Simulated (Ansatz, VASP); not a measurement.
# Cross-check of YbSn between VASP and Ansatz

Aim: how closely do two programs agree when they are given the same cell, functional and k mesh? The two relaxations start from unlike cells of this crystal (the structure described is Ansatz's start), so only their ends are compared.

Method: plane waves, with VASP 6.6.1 beside it; relaxation of cell and atoms at PBEsol, in Ansatz 0.2.0.

## 1. The structure

It takes space group P4/mmm (No. 123, tetragonal). The conventional cell has a = 3.397 Å, b = 3.397 Å, c = 4.401 Å, α = 90.00°, β = 90.00°, γ = 90.00°. Yb has 8 Sn at 3.26 Å and 4 Yb at 3.40 Å nearest. Nearest to Sn lie 8 Yb at 3.26 Å and 4 Sn at 3.40 Å. Farther neighbours are not listed.

## 2. VASP: relaxation of cell and atoms, PBEsol, pair 1

The relaxed volume is the usual yardstick between codes: in a stiff, nearly cubic crystal its relative difference is about their pressure difference at one cell divided by the bulk modulus.

Lines of VASP's logs that name or quote its potential files are left out, and so is its time.

INCAR reads:

```
SYSTEM = YbSn
PREC = Accurate
ENCUT = 600
EDIFF = 1E-07
NELM = 200
ISMEAR = 1
SIGMA = 0.2
LREAL = .FALSE.
ALGO = Normal
GGA = PS
NBANDS = 25
LASPH = .TRUE.
LORBIT = 11
LWAVE = .FALSE.
LCHARG = .FALSE.
ISIF = 3
IBRION = 2
NSW = 80
EDIFFG = -0.005
GGA_COMPAT = .FALSE.
NELMIN = 4
LMAXMIX = 6
KPAR = 2
```

POSCAR reads:

```
YbSn
1.0
    3.3896895013      0.0000000000      0.0000000000
    0.0000000000      3.3896895013      0.0000000000
    0.0000000000      0.0000000000      4.3758721719
Yb Sn
1 1
Direct
    0.5000001472      0.5000001472      0.5000001136
    0.0000000000      0.0000000000      0.0000000000
```

KPOINTS reads:

```
Automatic mesh
0
Gamma
12 12 12
0 0 0
```

PAW data sets: Yb and Sn_d (PBE family, release 64).

Command:

```console
mpirun -np 2 vasp_std
```

Numbers of over 12 decimals in the logs are rounded to 6 here.

Log:

```text
[banner, memory and clock lines left out]
running    2 mpi-ranks, on    1 nodes
 distrk:  each k-point on    1 cores,    2 groups
 distr:  one band on    1 cores,    1 groups

 POSCAR found type information on POSCAR YbSn
 POSCAR found :  2 types and       2 ions
|                                                                             |
|               ----> ADVICE to this user running VASP <----                  |
|                                                                             |
|     You enforced a specific xc type in the INCAR file but a different       |
|     [... a line on the potential file left out ...]
|     I HOPE YOU KNOW WHAT YOU ARE DOING!                                     |
|                                                                             |

 LDA part: xc-table for (Slater+PW92), standard interpolation
 POSCAR, INCAR and KPOINTS ok, starting setup
 FFT: planning ... GRIDC
 FFT: planning ... GRID_SOFT
 FFT: planning ... GRID
 WAVECAR not read
 entering main loop
       N       E                     dE             d eps       ncg     rms          rms(c)
DAV:   1     0.269942167792E+03    0.26994E+03   -0.16427E+04 13450   0.100E+04
DAV:   2     0.348075708048E+02   -0.23513E+03   -0.22925E+03 12959   0.889E+02
DAV:   3    -0.382286443707E+01   -0.38630E+02   -0.38093E+02 13740   0.193E+02
DAV:   4    -0.906593020462E+01   -0.52431E+01   -0.51841E+01 18935   0.572E+01
DAV:   5    -0.960121009072E+01   -0.53528E+00   -0.53431E+00 16537   0.192E+01    0.250E+01
DAV:   6    -0.970333225894E+01   -0.10212E+00   -0.14176E+00 16850   0.297E+01    0.201E+01
DAV:   7    -0.107457030487E+02   -0.10424E+01   -0.54726E+00 11726   0.108E+02    0.142E+01
DAV:   8    -0.102086774897E+02    0.53703E+00   -0.74849E-01 15518   0.311E+01    0.110E+01
DAV:   9    -0.997785398002E+01    0.23082E+00   -0.18705E-01 16520   0.169E+01    0.102E+01
DAV:  10    -0.988955008168E+01    0.88304E-01   -0.50413E-02 18999   0.730E+00    0.896E+00
DAV:  11    -0.961294618286E+01    0.27660E+00   -0.33458E-01 13610   0.292E+01    0.364E+00
DAV:  12    -0.958827578199E+01    0.24670E-01   -0.68577E-02 17876   0.541E+00    0.211E+00
DAV:  13    -0.959719506104E+01   -0.89193E-02   -0.96310E-03 18151   0.162E+00    0.290E+00
DAV:  14    -0.958124732895E+01    0.15948E-01   -0.68916E-03 16477   0.334E+00    0.178E+00
[...]
DAV:  26    -0.953883098068E+01    0.64149E-04   -0.21885E-05 16993   0.163E-01    0.271E-01
DAV:  27    -0.953878471674E+01    0.46264E-04   -0.96116E-05 14773   0.357E-01    0.901E-02
DAV:  28    -0.953878431901E+01    0.39774E-06   -0.84282E-06 15942   0.698E-02    0.113E-01
DAV:  29    -0.953878589567E+01   -0.15767E-05   -0.38203E-06 14928   0.577E-02    0.675E-02
DAV:  30    -0.953879322837E+01   -0.73327E-05   -0.54890E-06 13096   0.771E-02    0.587E-02
DAV:  31    -0.953878388524E+01    0.93431E-05   -0.87264E-06 15716   0.101E-01    0.345E-02
DAV:  32    -0.953878349249E+01    0.39275E-06   -0.89668E-07 14238   0.261E-02    0.300E-02
DAV:  33    -0.953878343559E+01    0.56894E-07   -0.24587E-07  7842   0.152E-02
   1 F= -.95387834E+01 E0= -.95780707E+01  d E =-.953878E+01
[... from here on, the cycles between the ionic steps are left out ...]
  11 F= -.95387647E+01 E0= -.95780540E+01  d E =-.233423E-04
  12 F= -.95388191E+01 E0= -.95781169E+01  d E =-.778095E-04
  13 F= -.95388107E+01 E0= -.95781092E+01  d E =-.693571E-04
  14 F= -.95388172E+01 E0= -.95781243E+01  d E =-.758804E-04
  15 F= -.95388292E+01 E0= -.95781355E+01  d E =-.119528E-04
  16 F= -.95388322E+01 E0= -.95781413E+01  d E =-.150270E-04
  17 F= -.95388385E+01 E0= -.95781504E+01  d E =-.213078E-04
 curvature:  -0.14 expect dE=-0.154E-04 dE for cont linesearch -0.153E-04
 ZBRENT: increasing intervall
 opt :   0.2066  next Energy=    -9.538859 (dE=-0.419E-04)
 bond charge predicted
       N       E                     dE             d eps       ncg     rms          rms(c)
DAV:   1    -0.953958253809E+01   -0.74411E-03   -0.25227E-03 17063   0.120E+00    0.615E-01
DAV:   2    -0.956724726831E+01   -0.27665E-01   -0.63804E-02 11155   0.873E+00    0.295E+00
DAV:   3    -0.953915447011E+01    0.28093E-01   -0.68457E-02 11519   0.853E+00    0.269E-01
DAV:   4    -0.953886651533E+01    0.28795E-03   -0.89536E-04 13830   0.741E-01    0.614E-02
DAV:   5    -0.953885308889E+01    0.13426E-04   -0.71824E-05 18257   0.995E-02    0.459E-02
DAV:   6    -0.953884575569E+01    0.73332E-05   -0.24372E-05 18809   0.117E-01    0.163E-02
DAV:   7    -0.953884619204E+01   -0.43634E-06   -0.43689E-06 17705   0.592E-02    0.237E-02
DAV:   8    -0.953884730507E+01   -0.11130E-05   -0.23193E-06 18316   0.406E-02    0.275E-02
DAV:   9    -0.953884782182E+01   -0.51675E-06   -0.63162E-07 14331   0.271E-02    0.229E-02
DAV:  10    -0.953884815167E+01   -0.32985E-06   -0.34774E-07 13350   0.890E-03    0.178E-02
DAV:  11    -0.953884816255E+01   -0.10881E-07   -0.64684E-08  7052   0.906E-03
  18 F= -.95388482E+01 E0= -.95781631E+01  d E =-.309487E-04
 curvature:  -0.19 expect dE=-0.430E-06 dE for cont linesearch -0.653E-07
 trial: gam= 0.03522 g(F)=  0.622E-46 g(S)=  0.226E-05 ort =-0.117E-04 (trialstep = 0.931E-01)
 search vector abs. value=  0.193E-05
 reached required accuracy - stopping structural energy minimisation
```

Parts of OUTCAR (step 2):

```text
ion  position               nearest neighbor table
   1  0.500  0.500  0.500-   2 3.25   2 3.25   2 3.25   2 3.25   2 3.25   2 3.25   2 3.25   2 3.25

  LATTYP: Found a simple tetragonal cell.
 ALAT       =     3.3896895013
 C/A-ratio  =     1.2909359899

 Subroutine GETGRP returns: Found 16 space group operations
 (whereof 16 operations were pure point group operations)

The static configuration has the point symmetry D_4h.

 Found    196 irreducible k-points:

   k-points           NKPTS =    196   k-points in BZ     NKDIM =    196   number of bands    NBANDS=     25

   dimension x,y,z NGX =    28 NGY =   28 NGZ =   36
   dimension x,y,z NGXF=    56 NGYF=   56 NGZF=   72

   ENCUT  =  600.0 eV  44.10 Ry    6.64 a.u.   6.77  6.77  8.74*2*pi/ulx,y,z

   NELECT =      38.0000    total number of electrons

 k-points in reciprocal lattice and weights: Automatic mesh
   0.00000000  0.00000000  0.00000000       0.001
   0.08333333  0.00000000  0.00000000       0.002
   0.16666667  0.00000000  0.00000000       0.002
   0.25000000  0.00000000  0.00000000       0.002
   0.33333333  0.00000000  0.00000000       0.002
   0.41666667  0.00000000  0.00000000       0.002
   0.50000000  0.00000000  0.00000000       0.001
   0.08333333  0.08333333  0.00000000       0.002
   0.16666667  0.08333333  0.00000000       0.005
[...]
0.50000000  0.41666667  0.50000000       0.002
   0.50000000  0.50000000  0.50000000       0.001

 average (electrostatic) potential at core
       1 -30.8655       2-100.6445

 E-fermi :   5.7729

 k-point     1 :       0.0000    0.0000    0.0000
  band No.  band energies     occupation
    ...
     14       5.5206      2.07052
     15       5.5279      2.07092
     16       5.5279      2.07092
     17       5.5399      2.06972
     18       5.5399      2.06972
     19       5.9277      0.03383
     20       6.4162     -0.00005
     21       9.4850     -0.00000
     22       9.4850     -0.00000
     23      10.8245      0.00000
    ...

 k-point     2 :       0.0833    0.0000    0.0000
  band No.  band energies     occupation
    ...
     14       5.5187      2.07030
     15       5.5214      2.07060
     16       5.5310      2.07084
     17       5.5338      2.07064
     18       5.5451      2.06837
     19       5.8984      0.13603
     20       6.3044     -0.00111
     21       8.7791     -0.00000
     22       9.4321     -0.00000
     23      10.8037      0.00000
    ...

 k-point     3 :       0.1667    0.0000    0.0000
  band No.  band energies     occupation
    ...
     16       5.5385      2.07000
     17       5.5497      2.06669
     18       5.5608      2.06061
     19       5.8210      0.60552
     20       5.8235      0.58671
     21       8.3471     -0.00000
     22       9.2581     -0.00000
     23      10.8123      0.00000
     24      10.9280      0.00000
     25      12.4934      0.00000

  Total       -0.0013892     -0.0013892      0.0094881      0.0000000      0.0000000     -0.0000000
  in kB       -0.0443528     -0.0443528      0.3029163      0.0000000      0.0000000     -0.0000000
  external PRESSURE =       0.0714036 kB  Pullay stress =       0.0000000 kB

  energy-cutoff  :      600.00
  volume of cell :       50.18
      direct lattice vectors                 reciprocal lattice vectors
     3.387489777  0.000000000  0.000000000     0.295203843 -0.000000000 -0.000000000
     0.000000000  3.387489777 -0.000000000     0.000000000  0.295203843 -0.000000000
     0.000000000  0.000000000  4.373332423     0.000000000  0.000000000  0.228658584

 POSITION                                       TOTAL-FORCE (eV/Angst)
 -----------------------------------------------------------------------------------
      1.69375      1.69375      2.18667        -0.000000     -0.000000      0.000000
      0.00000      0.00000      0.00000         0.000000      0.000000      0.000000
 -----------------------------------------------------------------------------------
    total drift:                               -0.001655     -0.001655     -0.001721

  FREE ENERGIE OF THE ION-ELECTRON SYSTEM (eV)
  ---------------------------------------------------
  free  energy   TOTEN  =        -9.5388481625 eV

  energy  without entropy=       -9.6567930589  energy(sigma->0) =       -9.57816313

 reached required accuracy - stopping structural energy minimisation

 total charge
# of ion       s       p       d       f       tot
--------------------------------------------------
    1        2.157   6.032   0.416  13.601  22.206
    2        1.175   1.216   9.963   0.000  12.354
--------------------------------------------------
tot          3.332   7.248  10.380  13.601  34.560

[... 3 further parts left out ...]
```

The run keeps the 16 symmetry operations of its start, so it cannot find a distortion of lower symmetry.

## 3. Ansatz: relaxation of cell and atoms, PBEsol, pair 1

Ansatz runs on its default PAW (the set named soft_2) files.

Its own start cell and the same functional, mesh and smearing now go to Ansatz, which takes its cutoff from its data sets.

input.yaml reads:

```yaml
crystal:
  lattice:
    - [3.3973671052, 0.0, 0.0]
    - [0.0, 3.3973671052, 0.0]
    - [0.0, 0.0, 4.4009930867]
  atoms:
    - { symbol: Yb, position: [0.5, 0.5, 0.5] }
    - { symbol: Sn, position: [0.0, 0.0, 0.0] }
kpoints:
  mp_grid: { grid: [12, 12, 12] }
hamiltonian:
  xc: pbesol
scf:
  occupations: { method: methfessel_paxton, width: 0.2 }
output:
  forces: true
  stress: true
  eigenvalues: true
relax:
  adjacent_minimum: "off"
  f_tol: 0.001
  max_steps: 60
  cell: { stress_tol: 0.01 }
```

Command:

```console
ansatz run input.yaml --threads 4 --pin off --max-ram 14336MiB --backend cpu --events-out ev --progress --plain --runs-dir out
```

Log:

```text
Engine: ansatz 0.2.0, aarch64-unknown-linux-gnu
Pseudopotentials: kind: paw
Pseudopotential: Yb, paw, valence charge 24, recommended cutoff 420 eV (normal), Yb.paw.azcp
Pseudopotential: Sn, paw, valence charge 14, recommended cutoff 420 eV (normal), Sn.paw.azcp
Functional definition: PBEsol
  exchange = pbesol_x
  correlation = pbesol_c
Crystal: 2 atoms, lattice volume = 50.797 Å³
Basis set: ecut = 420 eV, 1011 PW (Γ), exchange–correlation on 48×48×60 points (8 copies of the dense FFT grid, shifted against one another)
Bands: 23, of which v1, the nominal top of the filled ones, is band 19 counted from 1 (18 counted from 0)
Symmetry: 16 space group operations
Space group: P4/mmm (ITA 123), of the structure as read, at distance tolerance 3.7e-5 Å
k-points: 196 of 1728
Non-local potential: Yb, projectors of the file, l = 0: 3, l = 1: 2, l = 2: 2, l = 3: 3
Non-local potential: Sn, projectors of the file, l = 0: 2, l = 1: 2, l = 2: 2, l = 3: 2
PAW form: soft (Blöchl's): semilocal exchange-correlation on the pseudo side does not see the compensation charge
PAW frozen core: Yb, regenerated for the run's functional, and the local potential with it (the file was generated under x = pbe(κ = 0.804, μ = 0.219515), c = pbe(β = 0.066725))
PAW frozen core: Sn, regenerated for the run's functional, and the local potential with it (the file was generated under x = pbe(κ = 0.804, μ = 0.219515), c = pbe(β = 0.066725))
PAW one-centre angular grid: Yb, 590 points (default); XC on 64 Gauss nodes
PAW one-centre angular grid: Sn, 590 points (default); XC on 64 Gauss nodes
Initial density: superposition of atomic densities (chi_scale 0.1, normalization cell)
Initial wavefunctions: pseudopotential atomic-orbital guess
Functional: x = pbesol(κ = 0.804, μ = 0.123457), c = pbesol(β = 0.046)
SCF iter   1: F=—  HF=-19627.678511 eV  |F-HF|=—  |Δ(HF+E_count)|=         —  Δρ=1.87e-2  dr2=1.80e-1  ethr=3.10e-3  ⟨swp⟩=5.3  Hψ=18493  notcnv=0
preconditioner: auto → Kerker (q_TF=auto, 2.599 Å⁻¹)  [metal: Δε(μ)=0.001 eV  Ē_g=13.040 eV  σ=0.200 eV  W_gap=0.00  n_scr=14 (ndim 8)  ℏωp=31.3 eV  f_vac=0.000  D(μ)=6.63/eV (n_scr^D=98)]
SCF iter   2: F=—  HF=-19627.646833 eV  |F-HF|=—  |Δ(HF+E_count)|=   3.17e-2  S|Δr|=    0.00e0  Δρ=1.25e-2  dr2=7.92e-2  ethr=4.73e-4  ⟨swp⟩=2.3  Hψ=9428  notcnv=0
SCF iter   3: F=—  HF=-19627.652230 eV  |F-HF|=—  |Δ(HF+E_count)|=   5.40e-3  S|Δr|=    0.00e0  Δρ=7.21e-3  dr2=1.92e-2  ethr=2.08e-4  ⟨swp⟩=2.2  Hψ=7951  notcnv=0
SCF iter   4: F=—  HF=-19627.641363 eV  |F-HF|=—  |Δ(HF+E_count)|=   1.09e-2  S|Δr|=    0.00e0  Δρ=3.67e-3  dr2=5.37e-3  ethr=5.05e-5  ⟨swp⟩=2.2  Hψ=7692  notcnv=0
SCF iter   5: F=—  HF=-19627.640382 eV  |F-HF|=—  |Δ(HF+E_count)|=   9.81e-4  S|Δr|=    0.00e0  Δρ=1.88e-3  dr2=1.48e-3  ethr=1.41e-5  ⟨swp⟩=1.1  Hψ=5634  notcnv=0
SCF iter   6: F=—  HF=-19627.640242 eV  |F-HF|=—  |Δ(HF+E_count)|=   1.40e-4  S|Δr|=    0.00e0  Δρ=5.18e-4  dr2=1.14e-4  ethr=3.90e-6  ⟨swp⟩=2.1  Hψ=6065  notcnv=0
SCF iter   7: F=—  HF=-19627.640231 eV  |F-HF|=—  |Δ(HF+E_count)|=   1.16e-5  S|Δr|=    0.00e0  Δρ=3.73e-4  dr2=3.34e-5  ethr=2.99e-7  ⟨swp⟩=2.1  Hψ=6363  notcnv=0
SCF iter   8: F=—  HF=-19627.640225 eV  |F-HF|=—  |Δ(HF+E_count)|=   5.39e-6  S|Δr|=    0.00e0  Δρ=2.88e-4  dr2=2.05e-5  ethr=8.79e-8  ⟨swp⟩=2.1  Hψ=7872  notcnv=0
SCF iter   9: F=—  HF=-19627.640219 eV  |F-HF|=—  |Δ(HF+E_count)|=   6.47e-6  S|Δr|=    0.00e0  Δρ=1.20e-4  dr2=4.04e-6  ethr=5.39e-8  ⟨swp⟩=1.0  Hψ=4588  notcnv=0
SCF iter  10: F=—  HF=-19627.640217 eV  |F-HF|=—  |Δ(HF+E_count)|=   1.63e-6  S|Δr|=    0.00e0  Δρ=2.50e-5  dr2=4.05e-7  ethr=1.06e-8  ⟨swp⟩=1.6  Hψ=5919  notcnv=0
SCF iter  11: F=-19627.640217 eV  HF=-19627.640217 eV  |F-HF|=8.49e-8  |Δ(HF+E_count)|=   9.73e-8  S|Δr|=    0.00e0  Δρ=1.01e-5  dr2=7.89e-8  ethr=2.63e-10  ⟨swp⟩=5.9  Hψ=21378  notcnv=0
SCF 1 converged in 11 iterations: F = -19627.640217 eV  dr2 = 7.89e-8
  greatest PAW one-centre occupation: 0.997 electrons in one spin orbital (limit 2), on the Yb atom at site 0 (counted from 0), in its partial waves of l = 0
relax step   1: F+E_penalty+E_count = -19627.64021683 eV  Δ(F+E_penalty+E_count) = +0.000e0 eV  max|allowed force component| = 3.284e-29 eV/Å  Δτ_max = 0.0000 Å  P = -0.580 GPa  Ω = 50.797 Å³  (11 SCF iters, dr2 threshold 1.00e-7 eV, accepted)
[...]
relax step   2: F+E_penalty+E_count = -19627.64137614 eV  Δ(F+E_penalty+E_count) = -1.159e-3 eV  max|allowed force component| = 2.998e-29 eV/Å  Δτ_max = 0.0000 Å  P = +0.150 GPa  Ω = 50.107 Å³  energy of the carried Pulay correction = +1.918e-4 eV  (7 SCF iters, dr2 threshold 2.00e-7 eV, accepted)
[...]
relax step   3: F+E_penalty+E_count = -19627.64140962 eV  Δ(F+E_penalty+E_count) = -3.348e-5 eV  max|allowed force component| = 2.653e-28 eV/Å  Δτ_max = 0.0000 Å  P = -0.005 GPa  Ω = 50.247 Å³  energy of the carried Pulay correction = +1.527e-4 eV  (6 SCF iters, dr2 threshold 1.02e-7 eV, accepted)
[...]
relax step   4: F+E_penalty+E_count = -19627.64125554 eV  Δ(F+E_penalty+E_count) = +1.541e-4 eV  max|allowed force component| = 3.548e-28 eV/Å  Δτ_max = 0.0000 Å  P = -0.006 GPa  Ω = 50.247 Å³  stress off target by 9.38e-3 GPa  SCF on the basis re-selected at this cell (its energy is not comparable with the rows above)  (9 SCF iters)
basis re-selected at this cell: Δ(F+E_penalty+E_count) = +1.541e-4 eV, ΔP = -0.001 GPa vs the last step (what re-selecting the basis moved, of the pressure what is left beyond the Pulay correction that the steps carried, after the strain that the cell walked since its last selection, with what the two solves' SCF thresholds leave and, on support functions, any second-order correction that the steps lacked; it is no m [...]
SCF converged after 9 iterations
Stability not checked: this state was not tested for a lower state beside it, because cold or Methfessel-Paxton smearing, or corrected tetrahedra, fill the levels in a way that the test cannot read (fill_not_monotonic; see scf.lower_state_search)
Free energy (F): -19627.641256 eV
Harris-Foulkes:  -19627.641256 eV  (|F-HF|=7.28e-12)
Internal energy: -19627.760124 eV  (E = F + TS)
E sigma→0 (E₀):  -19627.670973 eV
Entropy (-TS):   0.118868 eV (59.434 meV/atom)
Fermi energy:    13.719345 eV
--- Per-component energies (eV) ---
  E_band       = 38.472480
  E_kinetic    = 548.059035
  E_local      = -6594.946002  (includes V_loc(G=0)·N_el)
  E_nonlocal   = 521.034388
  E_hartree    = 3053.770897
  E_xc         = -543.745511
  E_vxc        = -303.052045  (∫ρ·V_xc dr)
  E_paw        = -11301.633750  (= ΣΔE_a)
  E_vpaw       = -240.164713  (= ΣTr[D̂ρ^β])
  E_aug_tail   = 0.000002  (compensation charges beyond the density's cutoff)
  E_ewald      = -5311.713218
  E_core_change = 1.414034  (= ΣΔE_core)
  E_smearing   = 0.118868  (= −TS)
  E_closure    = -0.000000  (closes the sum)
  Σ components = -19627.641256   (vs F -19627.641256, Δ=0.00e0)
--- Forces (eV/Å), atoms counted from 1 ---
  atom   1  Yb    -0.00000000    -0.00000000     0.00000000
  atom   2  Sn     0.00000000     0.00000000     0.00000000
  max |Σ_I F_I| component: 6.35e-28 eV/Å
--- Stress (GPa, compression-positive) ---
       -0.009376       0.000000       0.000000
        0.000000      -0.009376       0.000000
        0.000000       0.000000       0.000430
  P = ⅓ Tr σ = -0.0061 GPa (-0.061 kbar)
--- Band table (eV; the first three rows and the last of 196) ---
  k-point 0: bands = [... 15 lower, 13.4734, 13.4860, 13.4860, 13.8688, 14.3894, 17.4438, 17.4438, 18.8023]
  k-point 1: bands = [... 15 lower, 13.4740, 13.4891, 13.4891, 14.2527, 14.4045, 17.1835, 17.1835, 19.1495]
  k-point 2: bands = [... 15 lower, 13.4753, 13.4984, 13.4984, 14.4462, 14.9947, 16.7317, 16.7317, 19.8607]
  k-point 195: bands = [... 15 lower, 13.5002, 13.5127, 13.5127, 13.5406, 13.5562, 17.0336, 17.9406, 17.9406]
--- Relaxed structure (3 steps of the walk, 3 accepted, 1 SCFs on fresh bases) ---
  F+E_penalty+E_count = -19627.64125554 eV   max|allowed force component| = 3.548e-28 eV/Å   (the final SCF, on the basis selected at the relaxed cell)
  cell:  # Å, volume = 50.2465 Å³
    - [3.386977, 0.0, 0.0]
    - [0.0, 3.386977, 0.0]
    - [0.0, 0.0, 4.380075]
  atoms:
    - { symbol: Yb, position: [0.5, 0.5, 0.500000] }
    - { symbol: Sn, position: [0, 0, 0.0] }
```

## 4. Differences

Known differences besides the potentials themselves: the cutoff is 420 eV in Ansatz and 600 eV in VASP; Ansatz makes its cores anew for this functional, VASP keeps those of its PBE data sets; Ansatz adds a Pulay correction to the stress that steers its cell, VASP none. Total energies have different zeros and are not compared.

The two programs side by side:

```csv
quantity,Ansatz,VASP,difference
volume (Å³),50.25,50.18,+0.12 %
"edge a after relaxation, in the typed setting (Å)",3.387,3.388,-0.01 %
"edge c after relaxation, in the typed setting (Å)",4.380,4.373,+0.16 %
```

(Part 1 of 2 ends here.)

[Lines on the potential files, build, host, timing and source positions are cut from VASP's logs without a mark.]

[Logs are printed without paths, hosts, clocks, repeated set-up lines and the standing remarks that a program may print on its own settings, such as how far it seeks lower states.]

[Hosts, paths, dates, database ids (printed as entryN), source tags and the programs' standing remarks are cut or masked in the printed files.]
